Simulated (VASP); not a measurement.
Here is the system:

```
Pt3Ti
1.0
    3.85427     0.00000     0.00000
    0.00000     3.85427     0.00000
    0.00000     0.00000     3.85427
Ti Pt
1 3
Cartesian
  0.00000   0.00000   0.00000
  0.00000   1.92714   1.92714
  1.92714   0.00000   1.92714
  1.92714   1.92714   0.00000
```

All values below come from PBE GGA, VASP's PBE PAW potentials (set 64) (plane waves; VASP). Settings: 500 eV cut-off, 8×8×8 Γ-centred mesh, first-order Methfessel-Paxton smearing of 0.10 eV, potentials Ti_sv Pt.

Unless said otherwise, spin-orbit coupling is left out, though it shifts the bands of the heavy elements here.

**Question.** What does the run give for the energy per atom (σ→0), pressure, band gap (on the k-mesh) with the smallest direct gap where there is one?

**Answer.** 
| Item | Result |
|---|---|
| band gap (on the k-mesh) | none (metal, semimetal or under 0.01 eV) |
| energy per atom (σ→0) | -7326 meV/atom |
| pressure | 19.88 GPa |

Total energies compare only between runs with the same potentials, cut-off and functional.

The compound is Pt3Ti in the L1_2 structure. It was relaxed first under an external pressure of 20 GPa.
